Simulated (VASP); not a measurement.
Wanted: the native input for a VASP 6.6.1 run.

| Item | Value |
| --- | --- |
| Task | relaxation of cell and atoms |
| Functional | rev-vdW-DF2 |
| Potentials or basis | VASP PAW PBE potentials, release 64 (Ni, Mo_sv, Pd, Ir, W_sv) |
| Cutoff | 600 eV |
| k mesh | 8 × 8 × 5 |
| Occupations | fermi-dirac, width 0.05 eV |
| Spin | collinear spin, ferromagnetic start |
| Starting moments | [1.0, 1.0, 0.0, 0.6, 0.0] μB |
| Further INCAR settings | ALGO = Normal; EDIFF = 1e-07; IBRION = 2; EDIFFG = -0.02; NSW = 40; ISIF = 3 |

The structure of NiMoIrPdW lies in POSCAR:

```
NiMoIrPdW
1.0
    4.1170500000      0.0000000000      0.0000000000
   -2.0585300000      3.5654700000      0.0000000000
    0.0000000000      0.0000000000      5.4458000000
Ni Mo Pd Ir W
1 1 1 1 1
Direct
    0.0000000000      0.0000000000      0.9577500000
    0.6666700000      0.3333300000      0.9616100000
    0.6666700000      0.3333300000      0.4629500000
    0.3333300000      0.6666700000      0.7257200000
    0.3333300000      0.6666700000      0.2364200000
```

The cell was built by a generator and needn't be a form met in nature.

One way to write it, as run:

INCAR

```
AGGAC = 0.0 ; ALGO = Normal
EDIFF = 1E-7 ; EDIFFG = -0.02
ENCUT = 600 ; GGA = MK
IBRION = 2 ; ISIF = 3
ISMEAR = -1 ; ISPIN = 2
KPAR = 4 ; LASPH = T
LCHARG = F ; LMAXMIX = 4
LORBIT = 11 ; LREAL = F
LUSE_VDW = T ; LWAVE = F
MAGMOM = 1 1 0 0.6 0 ; NELM = 150
NSW = 40 ; PARAM1 = 0.1234
PARAM2 = 0.711357 ; PREC = Accurate
SIGMA = 0.05 ; ZAB_VDW = -1.8867
```

KPOINTS

```
k-points
0
Gamma
  8 8 5
```

Potentials or basis: VASP PAW PBE potentials, release 64 (Ni, Mo_sv, Pd, Ir, W_sv).

Command:

```bash
$ cat potpaw_PBE.64/Ni/POTCAR potpaw_PBE.64/Mo_sv/POTCAR potpaw_PBE.64/Pd/POTCAR potpaw_PBE.64/Ir/POTCAR potpaw_PBE.64/W_sv/POTCAR > POTCAR
$ mpirun -np 4 vasp_std > vasp.out
```

Results of the run:

- Relaxed volume: 15.75 Å³/atom
- Relaxed cell: a = 4.093 Å, b = 4.093 Å, c = 5.429 Å, α = 90.00°, β = 90.00°, γ = 120.00°
- Space group after relaxing (to 0.05 Å): P3m1 (No. 156)
- Energy gained by relaxing: 2.4 meV/atom
- Ionic steps: 6
- Pressure after relaxing: 0.0 GPa
- Largest force after relaxing: 0.018 eV/Å
- Band gap on the k mesh: none (metal or under the smearing width)
- Net moment: 0.00 μB per cell
- Valence electrons inside the program's atomic spheres: Ni 9.51; Mo 12.61; Pd 9.61; Ir 8.35; W 11.91

Caveat: the PAW data sets were made with another functional, which shifts forces and pressure a little.

Run time: 50 min on 4 MPI ranks on AMD EPYC 7R43 64-Core Processor (Zen 3), with other jobs on the host, peak memory 1 GiB a rank.
